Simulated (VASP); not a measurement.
Here is the system:

```xyz
1
Lattice="-2.5400 2.5400 2.5400 2.5400 -2.5400 2.5400 2.5400 2.5400 -2.5400" Properties=species:S:1:pos:R:3 pbc="T T T"
Ba     0.0000     0.0000     0.0000
```

Level of theory: r2SCAN meta-GGA, VASP's PBE PAW potentials (set 64) (plane waves; VASP 6.6.1). Run with 400 eV cut-off, 9×9×9 Γ-centred mesh, first-order Methfessel-Paxton smearing of 0.10 eV, potentials Ba_sv.

Unless said otherwise, spin-orbit coupling is left out, though it shifts the bands of the heavy elements here.

Q: Predict the energy per atom (σ→0), band gap (on the k-mesh) with the smallest direct gap where there is one.

A: 
The band gap (on the k-mesh) comes out as none (metal, semimetal or under 0.01 eV) and the energy per atom (σ→0) is -26.434 eV/atom.

The absolute energy has meaning only against runs of the same code, potentials and settings.

The compound is Ba in the bcc structure. It was relaxed first. The start is the result of an earlier pass.
